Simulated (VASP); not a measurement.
Consider the following.

```
NbSi2
1.0
    4.35296     0.00000     0.00000
   -2.17648     3.76977     0.00000
    0.00000     0.00000     2.64379
Nb Si
1 2
Direct
  0.00000   0.00000   0.00000
  0.33333   0.66667   0.50000
  0.66667   0.33333   0.50000
```

Level of theory: PBEsol GGA, VASP's PBE PAW potentials (set 64) (plane waves; VASP). Run with 400 eV cut-off, Gaussian smearing of 0.050 eV, potentials Nb_sv Si.

Task: Give the energies of bands 6 to 13 at the high-symmetry points, in eV from the Fermi level.

Result: 
| band | Γ | M | K | A | L | H |
|---|---|---|---|---|---|---|
| 6 | -5.93 | -10.45 | -10.57 | -7.42 | -5.83 | -7.81 |
| 7 | -5.93 | -5.18 | -7.25 | -3.87 | -5.20 | -4.95 |
| 8 | -5.01 | -4.70 | -2.77 | -3.87 | -5.16 | -4.95 |
| 9 | -3.29 | -2.11 | -1.80 | -1.49 | -5.10 | -3.23 |
| 10 | -0.54 | -1.58 | -1.80 | -1.49 | 0.52 | -0.87 |
| 11 | -0.54 | 2.14 | 2.39 | -1.34 | 0.61 | 0.12 |
| 12 | 2.95 | 2.80 | 2.39 | -1.34 | 1.01 | 0.12 |
| 13 | 2.95 | 2.86 | 3.03 | -0.86 | 1.51 | 1.43 |

It has no gap at this level: it comes out as a metal or semimetal.

The structure was generated: NbSi2 was put into the AlB2 type (P6/mmm), which need not be its known phase. It was relaxed first, which changed the volume by -39 %. The electron count is odd and the run is not spin-polarised, which forces a metal.
